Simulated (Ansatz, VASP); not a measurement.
## Cross-check of SnTe between VASP and Ansatz

Aim: how closely do two programs agree when they are given the same cell, functional and k mesh? The cell is taken from a series of runs on this material, whose earlier steps may have relaxed, scaled, displaced or heated it; both programs get it as it stands.

Main program and level: Ansatz 0.2.0; plane waves, with VASP 6.6.1 beside it; elastic constants at LDA.

## 1. Set-up

Symmetry: Fm-3m, No. 225, cubic system. Conventional cell: a = 6.235 Å, b = 6.235 Å, c = 6.235 Å, α = 90.00°, β = 90.00°, γ = 90.00°. Nearest to Sn lie 6 Te at 3.12 Å. Nearest to Te lie 6 Sn at 3.12 Å. Farther neighbours and most contacts between anions are not listed.

As a file:

```xyz
2
Lattice="0.0000 3.1177 3.1177 3.1177 0.0000 3.1177 3.1177 3.1177 0.0000" Properties=species:S:1:pos:R:3 pbc="T T T"
Sn    0.0000    0.0000    0.0000
Te    3.1177    3.1177    3.1177
```

## 2. VASP: elastic constants, LDA

Elastic constants are differences of stresses under small strains, so they test the stress and the mesh.

Lines of VASP's logs that name or quote its potential files are left out, and so is its time.

INCAR

```
SYSTEM = SnTe
PREC = Accurate
ENCUT = 500
EDIFF = 1E-08
NELM = 120
ISMEAR = 0
SIGMA = 0.01
LREAL = .FALSE.
ALGO = Normal
GGA = CA
NBANDS = 16
LORBIT = 11
LWAVE = .FALSE.
LCHARG = .FALSE.
ISIF = 3
IBRION = 6
NFREE = 2
POTIM = 0.015
NSW = 1
LASPH = .TRUE.
GGA_COMPAT = .FALSE.
EFERMI = MIDGAP
KPAR = 2
```

POSCAR

```
SnTe
1.0
    0.0000000000      3.1176973271      3.1176973271
    3.1176973271      0.0000000000      3.1176973271
    3.1176973271      3.1176973271      0.0000000000
Sn Te
1 1
Direct
    0.0000000000      0.0000000000      0.0000000000
    0.5000000000      0.5000000000      0.5000000000
```

KPOINTS

```
Automatic mesh
0
Gamma
12 12 12
0 0 0
```

PAW data sets: Sn_d and Te (LDA family, release 64).

Run with:

```console
$ mpirun -np 2 vasp_std
```

Numbers of over 12 decimals in the logs are rounded to 6 here.

What it wrote:

```text
[banner, memory and clock lines left out]
running    2 mpi-ranks, on    1 nodes
 distrk:  each k-point on    1 cores,    2 groups
 distr:  one band on    1 cores,    1 groups

 POSCAR found type information on POSCAR SnTe
 POSCAR found :  2 types and       2 ions
 LDA part: xc-table for (Slater(with rela. corr.)+CA(PZ))
 , standard interpolation
 POSCAR, INCAR and KPOINTS ok, starting setup
 FFT: planning ... GRIDC
 FFT: planning ... GRID_SOFT
 FFT: planning ... GRID
 WAVECAR not read
 entering main loop
       N       E                     dE             d eps       ncg     rms          rms(c)
DAV:   1     0.122398541129E+03    0.12240E+03   -0.93306E+03  2320   0.141E+03
DAV:   2     0.161537512066E+01   -0.12078E+03   -0.11786E+03  2456   0.347E+02
DAV:   3    -0.860252531856E+01   -0.10218E+02   -0.10160E+02  3008   0.893E+01
DAV:   4    -0.887753771464E+01   -0.27501E+00   -0.27495E+00  2680   0.158E+01
DAV:   5    -0.888975369416E+01   -0.12216E-01   -0.12216E-01  3520   0.313E+00    0.495E+00
DAV:   6    -0.883810775911E+01    0.51646E-01   -0.10724E-01  3256   0.239E+00    0.312E+00
DAV:   7    -0.883351858848E+01    0.45892E-02   -0.39848E-02  3032   0.110E+00    0.682E-01
DAV:   8    -0.883258543375E+01    0.93315E-03   -0.65242E-03  2912   0.666E-01    0.144E-01
DAV:   9    -0.883261777725E+01   -0.32343E-04   -0.55497E-04  3272   0.217E-01    0.517E-02
DAV:  10    -0.883259893581E+01    0.18841E-04   -0.60191E-05  3048   0.696E-02    0.250E-02
DAV:  11    -0.883259859371E+01    0.34210E-06   -0.24726E-05  3056   0.398E-02    0.170E-02
DAV:  12    -0.883259822316E+01    0.37055E-06   -0.23163E-06  2888   0.119E-02    0.101E-02
DAV:  13    -0.883259819565E+01    0.27509E-07   -0.17366E-07  3000   0.254E-03    0.413E-03
DAV:  14    -0.883259817340E+01    0.22251E-07   -0.62791E-08  2912   0.330E-03    0.180E-03
DAV:  15    -0.883259817262E+01    0.77307E-09   -0.17313E-08  2072   0.737E-04
   1 F= -.88325982E+01 E0= -.88325982E+01  d E =-.753428E-53
[... from here on, the cycles between the ionic steps are left out ...]
   2 F= -.88271211E+01 E0= -.88271211E+01  d E =-.147030E-40
   3 F= -.88255214E+01 E0= -.88255214E+01  d E =-.937742E-86
   9 F= -.88318322E+01 E0= -.88318322E+01  d E =-.448079E-23
  10 F= -.88318321E+01 E0= -.88318321E+01  d E =-.448475E-23
  11 F= -.88318322E+01 E0= -.88318322E+01  d E =-.448609E-23
  12 F= -.88318321E+01 E0= -.88318321E+01  d E =-.448381E-23
  13 F= -.88318322E+01 E0= -.88318322E+01  d E =-.448214E-23
  14 F= -.88325643E+01 E0= -.88325643E+01  d E =-.281186E-54
  15 F= -.88325643E+01 E0= -.88325643E+01  d E =-.278136E-54
  16 F= -.88325695E+01 E0= -.88325695E+01  d E =-.280331E-54
 Finite differences progress:
  Degree of freedom:   8/  8
  Displacement:        1/  2
  Total:              15/ 16
 bond charge predicted
       N       E                     dE             d eps       ncg     rms          rms(c)
DAV:   1    -0.883176636094E+01    0.80315E-03   -0.32321E-01  5320   0.206E+00    0.125E-01
DAV:   2    -0.883259305437E+01   -0.82669E-03   -0.93034E-03  6088   0.515E-01    0.495E-02
DAV:   3    -0.883257216931E+01    0.20885E-04   -0.15678E-04  7072   0.839E-02    0.294E-02
DAV:   4    -0.883256961456E+01    0.25548E-05   -0.17969E-05  6440   0.233E-02    0.108E-02
DAV:   5    -0.883256950108E+01    0.11348E-06   -0.19012E-06  6272   0.789E-03    0.803E-03
DAV:   6    -0.883256950262E+01   -0.15430E-08   -0.13836E-07  7216   0.212E-03    0.585E-03
DAV:   7    -0.883256950134E+01    0.12769E-08   -0.87102E-09  4344   0.748E-04
  17 F= -.88325695E+01 E0= -.88325695E+01  d E =-.280918E-54
 Finite differences progress:
  Degree of freedom:   8/  8
  Displacement:        2/  2
  Total:              16/ 16
```

OUTCAR, selected parts (step 2):

```text
ion  position               nearest neighbor table
   1  0.000  0.000  0.000-   2 3.12   2 3.12   2 3.12   2 3.12   2 3.12   2 3.12
   2  0.500  0.500  0.500-   1 3.12   1 3.12   1 3.12   1 3.12   1 3.12   1 3.12

  LATTYP: Found a face centered cubic cell.
 ALAT       =     6.2353946542

 Subroutine GETGRP returns: Found 48 space group operations
 (whereof 48 operations were pure point group operations)

The static configuration has the point symmetry O_h .

 Found     72 irreducible k-points:

   k-points           NKPTS =     72   k-points in BZ     NKDIM =     72   number of bands    NBANDS=     16

   dimension x,y,z NGX =    32 NGY =   32 NGZ =   32
   dimension x,y,z NGXF=    64 NGYF=   64 NGZF=   64

   ENCUT  =  500.0 eV  36.75 Ry    6.06 a.u.   8.04  8.04  8.04*2*pi/ulx,y,z

   NELECT =      20.0000    total number of electrons

 k-points in reciprocal lattice and weights: Automatic mesh
   0.00000000  0.00000000  0.00000000       0.001
   0.08333333  0.00000000  0.00000000       0.005
   0.16666667  0.00000000  0.00000000       0.005
   0.25000000  0.00000000  0.00000000       0.005
   0.33333333  0.00000000  0.00000000       0.005
   0.41666667  0.00000000  0.00000000       0.005
   0.50000000  0.00000000  0.00000000       0.002
   0.08333333  0.08333333  0.00000000       0.003
   0.16666667  0.08333333  0.00000000       0.014
[...]
-0.33333333  0.50000000  0.16666667       0.007
  -0.25000000  0.50000000  0.25000000       0.003

 average (electrostatic) potential at core
       1-100.0297       2 -88.3898

 E-fermi :   7.1793

 k-point     1 :       0.0000    0.0000    0.0000
  band No.  band energies     occupation
    ...
      6      -5.9138      2.00000
      7       2.4800      2.00000
      8       4.9342      2.00000
      9       4.9350      2.00000
     10       4.9350      2.00000
     11      10.4955      0.00000
     12      10.4955      0.00000
     13      10.4979      0.00000
     14      11.8647      0.00000
     15      11.8663      0.00000
    ...

 k-point     2 :       0.0833    0.0000    0.0000
  band No.  band energies     occupation
    ...
      6      -5.8521      2.00000
      7       2.0950      2.00000
      8       4.9448      2.00000
      9       4.9453      2.00000
     10       5.2183      2.00000
     11      10.1417      0.00000
     12      10.1439      0.00000
     13      10.1661      0.00000
     14      11.7953      0.00000
     15      12.0156      0.00000
    ...

 k-point     3 :       0.1667    0.0000    0.0000
  band No.  band energies     occupation
    ...
      6      -5.6710      2.00000
      7       1.2741      2.00000
      8       4.9798      2.00000
      9       4.9804      2.00000
     10       5.7378      2.00000
     11       9.4232      0.00000
     12       9.4233      0.00000
     13       9.4776      0.00000
     14      11.8308      0.00000
     15      12.4346      0.00000
    ...

  Total        0.0306972      0.0282243      0.0282243      0.0000000     -0.0000000      0.0000000
  in kB        0.8114794      0.7461090      0.7461090      0.0000000     -0.0000000      0.0000000
  external PRESSURE =       0.7678991 kB  Pullay stress =       0.0000000 kB

  energy-cutoff  :      500.00
  volume of cell :       60.61
      direct lattice vectors                 reciprocal lattice vectors
     0.000000000  3.117697327  3.117697327    -0.160374773  0.160374773  0.160374773
     3.117697327  0.000000000  3.117697327     0.160374773 -0.160374773  0.160374773
     3.117697327  3.117697327  0.000000000     0.160374773  0.160374773 -0.160374773

 POSITION                                       TOTAL-FORCE (eV/Angst)
 -----------------------------------------------------------------------------------
      0.00000      0.00000      0.00000        -0.003895      0.000000      0.000000
      3.10270      3.11770      3.11770         0.003895      0.000000      0.000000
 -----------------------------------------------------------------------------------
    total drift:                                0.000002     -0.000000     -0.000000

  FREE ENERGIE OF THE ION-ELECTRON SYSTEM (eV)
  ---------------------------------------------------
  free  energy   TOTEN  =        -8.8325695013 eV

  energy  without entropy=       -8.8325695013  energy(sigma->0) =       -8.83256950

  SYMMETRIZED ELASTIC MODULI (kBar)
 Direction    XX          YY          ZZ          XY          YZ          ZX
 --------------------------------------------------------------------------------
 XX        1476.5867     29.4549     29.4549      0.0000      0.0000     -0.0000
 YY          29.4549   1476.5867     29.4549     -0.0000     -0.0000     -0.0000
 ZZ          29.4549     29.4549   1476.5867      0.0000     -0.0000     -0.0000
 XY           0.0000     -0.0000      0.0000    181.6935      0.0000     -0.0000
 YZ           0.0000     -0.0000     -0.0000      0.0000    181.6935      0.0000
 ZX          -0.0000     -0.0000     -0.0000     -0.0000      0.0000    181.6935
 --------------------------------------------------------------------------------

 Eigenvectors and eigenvalues of the dynamical matrix
 ----------------------------------------------------

   1 f  =    1.041126 THz     6.541591 2PiTHz   34.728241 cm-1     4.305751 meV
             X         Y         Z           dx          dy          dz
      0.000000  0.000000  0.000000     0.000000    0.736204    0.000000
      3.117697  3.117697  3.117697     0.000000   -0.676759    0.000000

   2 f  =    1.041126 THz     6.541591 2PiTHz   34.728241 cm-1     4.305751 meV
             X         Y         Z           dx          dy          dz
      0.000000  0.000000  0.000000     0.736204    0.000000    0.000000
      3.117697  3.117697  3.117697    -0.676759    0.000000    0.000000

   3 f  =    1.041126 THz     6.541591 2PiTHz   34.728241 cm-1     4.305751 meV
             X         Y         Z           dx          dy          dz
      0.000000  0.000000  0.000000     0.000000    0.000000    0.736204
      3.117697  3.117697  3.117697     0.000000    0.000000   -0.676759

   4 f/i=    0.024988 THz     0.157003 2PiTHz    0.833506 cm-1     0.103342 meV
             X         Y         Z           dx          dy          dz
      0.000000  0.000000  0.000000    -0.676759    0.000000    0.000000
      3.117697  3.117697  3.117697    -0.736204    0.000000    0.000000

   5 f/i=    0.024988 THz     0.157003 2PiTHz    0.833506 cm-1     0.103342 meV
             X         Y         Z           dx          dy          dz
      0.000000  0.000000  0.000000     0.000000   -0.676759    0.000000
      3.117697  3.117697  3.117697     0.000000   -0.736204    0.000000

   6 f/i=    0.024988 THz     0.157003 2PiTHz    0.833506 cm-1     0.103342 meV
             X         Y         Z           dx          dy          dz
      0.000000  0.000000  0.000000     0.000000    0.000000   -0.676759
      3.117697  3.117697  3.117697     0.000000    0.000000   -0.736204

 ELASTIC MODULI CONTR FROM IONIC RELAXATION (kBar)
 Direction    XX          YY          ZZ          XY          YZ          ZX
 --------------------------------------------------------------------------------
 XX           0.0000      0.0000      0.0000      0.0000      0.0000      0.0000
 YY           0.0000      0.0000      0.0000      0.0000      0.0000      0.0000
 ZZ           0.0000      0.0000      0.0000      0.0000      0.0000      0.0000
 XY           0.0000      0.0000      0.0000      0.0000      0.0000      0.0000
 YZ           0.0000      0.0000      0.0000      0.0000      0.0000      0.0000
 ZX           0.0000      0.0000      0.0000      0.0000      0.0000      0.0000
 --------------------------------------------------------------------------------

 TOTAL ELASTIC MODULI (kBar)
 Direction    XX          YY          ZZ          XY          YZ          ZX
 --------------------------------------------------------------------------------
 XX        1476.5867     29.4549     29.4549      0.0000      0.0000     -0.0000
 YY          29.4549   1476.5867     29.4549     -0.0000     -0.0000     -0.0000
 ZZ          29.4549     29.4549   1476.5867      0.0000     -0.0000     -0.0000
 XY           0.0000     -0.0000      0.0000    181.6935      0.0000     -0.0000
 YZ           0.0000     -0.0000     -0.0000      0.0000    181.6935      0.0000
 ZX          -0.0000     -0.0000     -0.0000     -0.0000      0.0000    181.6935
 --------------------------------------------------------------------------------

 total charge
# of ion       s       p       d       tot
------------------------------------------
    1        1.373   0.780   9.988  12.140
    2        1.391   1.975   0.035   3.401
--------------------------------------------------
tot          2.764   2.755  10.023  15.541

[... 3 further parts left out ...]
```

CONTCAR:

```
SnTe
   1.00000000000000
     0.0000000000000000    3.1176973271000001    3.1176973271000001
     3.1176973271000001    0.0000000000000000    3.1176973271000001
     3.1176973271000001    3.1176973271000001    0.0000000000000000
  Sn              Te
     1     1
Direct
     0.0000000000000000    0.0000000000000000    0.0000000000000000
     0.5024056215896289    0.4975943784103711    0.4975943784103711
```

The last energy, forces, stress and levels in OUTCAR belong to the last displaced cell, not to the cell of POSCAR.

Levels, forces or a CONTCAR printed for this step are those of its last displaced cell, not of the structure at rest.

(Part 1 of 2 ends here.)

[Lines on the potential files, build, host, timing and source positions are cut from VASP's logs without a mark.]

[Logs are printed without paths, hosts, clocks, repeated set-up lines and the standing remarks that a program may print on its own settings, such as how far it seeks lower states.]

[Hosts, paths, dates, database ids (printed as entryN), source tags and the programs' standing remarks are cut or masked in the printed files.]
